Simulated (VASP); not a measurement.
VASP ran on this input.

POSCAR:
```
MnF2
1
    4.8042580000     0.0000000000     0.0000000000
    0.0000000000     4.8042580000     0.0000000000
    0.0000000000     0.0000000000     3.0939670000
Mn F
2 4
Direct
  0.0000000000   0.0000000000   0.0000000000
  0.5000000000   0.5000000000   0.5000000000
  0.3049600000   0.3049600000   0.0000000000
  0.8049600000   0.1950400000   0.5000000000
  0.1950400000   0.8049600000   0.5000000000
  0.6950400000   0.6950400000   0.0000000000
```

KPOINTS:
```
Automatic mesh
0
Gamma
3 3 5
0 0 0
```

### INCAR
```
ALGO  =  Normal
EDIFF  =  1E-6
ENCUT  =  400
ISIF  =  2
ISMEAR  =  -1
ISPIN  =  2
LASPH  =  T
LCHARG  =  F
LMAXMIX  =  4
LORBIT  =  11
LREAL  =  F
LWAVE  =  F
MAGMOM  =  2*4.0 4*0.0
NELM  =  100
PREC  =  Accurate
SIGMA  =  0.1
SYSTEM  =  MnF2
```

POTCAR, in this order: Mn_pv F (LDA.64 set). Program: vasp_std.

Task: Translate this LDA calculation to Ansatz.

Result: One equivalent input (not run):
Ansatz 0.2 input:
```yaml
crystal:
  lattice:
    - [4.8042580, 0.0000000, 0.0000000]
    - [0.0000000, 4.8042580, 0.0000000]
    - [0.0000000, 0.0000000, 3.0939670]
  atoms:
    - { symbol: Mn, position: [0.0000000, 0.0000000, 0.0000000], spin: 4 }
    - { symbol: Mn, position: [0.5000000, 0.5000000, 0.5000000], spin: 4 }
    - { symbol: F, position: [0.3049600, 0.3049600, 0.0000000] }
    - { symbol: F, position: [0.8049600, 0.1950400, 0.5000000] }
    - { symbol: F, position: [0.1950400, 0.8049600, 0.5000000] }
    - { symbol: F, position: [0.6950400, 0.6950400, 0.0000000] }
kpoints:
  mp_grid: { grid: [3, 3, 5] }
hamiltonian:
  xc: lda
  pseudopotentials: { kind: paw }
magnetization: { spin_polarized: true }
scf:
  occupations: { method: fermi_dirac, width: 0.1 }
  max_iter: 100
output: { forces: true, stress: true, eigenvalues: true }
```
The two are equivalent in intent, not identical: each code has its own PAW files, so the cut-off isn't converted (ENCUT is set for VASP's; basis.ecutwfc is left out, and Ansatz then takes the one that its files recommend); Ansatz stops its SCF on the density residual and VASP on the energy change (EDIFF); Ansatz's lda is the Perdew-Wang form, while the LDA potentials of VASP carry Perdew-Zunger's.

The structure was generated: MnF2 was put into an ordered model structure, which need not be its known phase. The cell was not relaxed at this level. The k-mesh is coarse (spacing up to 0.44 per Å, 2π included), so the numbers may not be converged in it. The run is one of a series of settings (GGA removed, POTCAR Mn_pv F (LDA.64 set) against the base run), some of them coarse on purpose.
